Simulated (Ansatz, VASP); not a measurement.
**La6N: VASP beside Ansatz**

```
La N
1.0
     3.74279    0.00000    0.00000
    -1.87140    3.24135    0.00000
     0.00000    0.00000   18.49297
La N
6 1
Direct
  0.33333 0.66667 0.41799
  0.66667 0.33333 0.58201
  0.33333 0.66667 0.07521
  0.66667 0.33333 0.92479
  0.00000 0.00000 0.73780
  0.00000 0.00000 0.26220
  0.00000 0.00000 0.00000
```

Alike in both runs: functional PBE; k mesh 5 × 5 × 1; occupations gaussian, width 0.2 eV; no spin polarisation.

Ansatz relaxed the structure, and its values are those at the end. VASP's run is a single point on that final structure, the one shown.

```csv
,VASP,Ansatz
version,VASP 6.6.1,Ansatz 0.2.0
potentials or method,"VASP PAW PBE potentials, release 64 (La, N)","scalar-relativistic, plane waves, PAW"
plane-wave cutoff (eV),520,420
valence electrons in the cell,71,71
```

Ansatz gave:

* gap on the k mesh at the Fermi level (eV): none
* pressure (GPa): 0.5
* rms of the force components (eV/Å): 0.012

What did VASP give for the same quantities?

gap on the k mesh at the Fermi level (eV): none; pressure (GPa): 0.5; rms of the force components (eV/Å): 0.009.

A gap of «none» marks a metal or a gap that the smearing closes.

Caveats: the k mesh is coarse (spacing up to 0.39 Å⁻¹), so the values aren't converged. Spin-orbit coupling is left out, which matters for the levels of La.
